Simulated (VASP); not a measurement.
As, 2 atoms in the cell. It takes space group R-3m (No. 166, trigonal). Conventional cell: a = 3.762 Å, b = 3.762 Å, c = 10.542 Å, α = 90.00°, β = 90.00°, γ = 120.00°. As (site symmetry 3m) is surrounded by 3 As at 2.51 Å. 

- Program: VASP 6.6.1
- Task: relaxation of cell and atoms
- Functional: PBE
- Dispersion: D3(BJ)
- Potentials or basis: VASP PAW PBE potentials, release 64 (As)
- Cutoff: 600 eV
- k mesh: 12 × 12 × 12
- Occupations: methfessel-paxton, width 0.1 eV
- Spin: no spin polarisation
- Further INCAR settings: ALGO = Normal; EDIFF = 1e-06; IBRION = 2; EDIFFG = -0.01; NSW = 90; ISIF = 3

Potentials or basis: VASP PAW PBE potentials, release 64 (As).

Run with:

```console
$ cat potpaw_PBE.64/As/POTCAR > POTCAR
$ mpirun -np 1 vasp_std > vasp.out
```

Hardware: 1 thread of AMD EPYC 7R43 64-Core Processor (Zen 3), with other jobs on the host.

**Question.** Estimate the wall time of this run.

**Answer.** It took 12 min on 1 thread of AMD EPYC 7R43 64-Core Processor (Zen 3) (shared host), peak memory 0.23 GiB. Counts: scf iterations 56, k points 189, ion steps 11.
